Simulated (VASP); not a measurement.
Set up this calculation in VASP 6.6.1, as the native input.

- Task: single point
- Functional: PBE
- Potentials or basis: VASP PAW PBE potentials, release 64 (Ta_pv, Cd, Br, Se)
- Cutoff: 520 eV
- k mesh: 5 × 3 × 2, shifted
- Occupations: fermi-dirac, width 0.1 eV
- Spin: no spin polarisation
- Dipole correction: no
- Further INCAR settings: ALGO = Fast; EDIFF = 1e-06; NBANDS = 53

The structure of TaCdSe2Br lies in POSCAR:

```
TaCdSe2Br
1.0
   -0.0589440000      3.8685650000      0.0102700000
    6.3195020000     -2.0312820000      0.0256240000
    0.1360440000     -0.0280420000     -9.5306680000
Ta Cd Br Se
2 2 2 4
Direct
    0.3338360000      0.5383920000      0.2971510000
    0.7171190000      0.4175110000      0.6927100000
    0.0007350000      0.9910550000      0.0032490000
    0.0039180000      0.0205220000      0.4974070000
    0.3779360000      0.7026770000      0.9337060000
    0.6731610000      0.2729900000      0.0894090000
    0.3626320000      0.7060150000      0.5608840000
    0.6263040000      0.2919050000      0.4376220000
    0.9039620000      0.8133100000      0.2546090000
    0.0936210000      0.1888700000      0.7552120000
```

The cell was built by a generator and needn't be a form met in nature.

The input as run:

INCAR

```
SYSTEM = TaCdSe2Br
PREC = Accurate ; ENCUT = 520
EDIFF = 1E-6 ; ISMEAR = -1
SIGMA = 0.1 ; LREAL = .FALSE.
LASPH = .TRUE. ; NELM = 100
ALGO = Fast ; ISIF = 2
LWAVE = .FALSE. ; LCHARG = .FALSE.
GGA = PE ; NBANDS = 53
```

KPOINTS

```
Automatic mesh
0
Gamma
  5 3 2
  0 0.5 0.5
```

Potentials or basis: VASP PAW PBE potentials, release 64 (Ta_pv, Cd, Br, Se).

The run is started by

```sh
$ cat potpaw_PBE.64/Ta_pv/POTCAR potpaw_PBE.64/Cd/POTCAR potpaw_PBE.64/Br/POTCAR potpaw_PBE.64/Se/POTCAR > POTCAR
$ mpirun -np 1 vasp_std > vasp.out
```

Results of the run:

| Quantity | Value |
| --- | --- |
| Pressure | 4.6 GPa |
| Largest force | 2.667 eV/Å |
| Band gap on the k mesh | none (metal or under the smearing width) |

Caveat: forces of over 1 eV/Å show positions far from the minimum, so gaps and moduli don't describe the material at rest.

Run time: 6.3 min on 1 thread of AMD EPYC 7R43 64-Core Processor (Zen 3), on a shared host, peak memory 0.39 GiB.
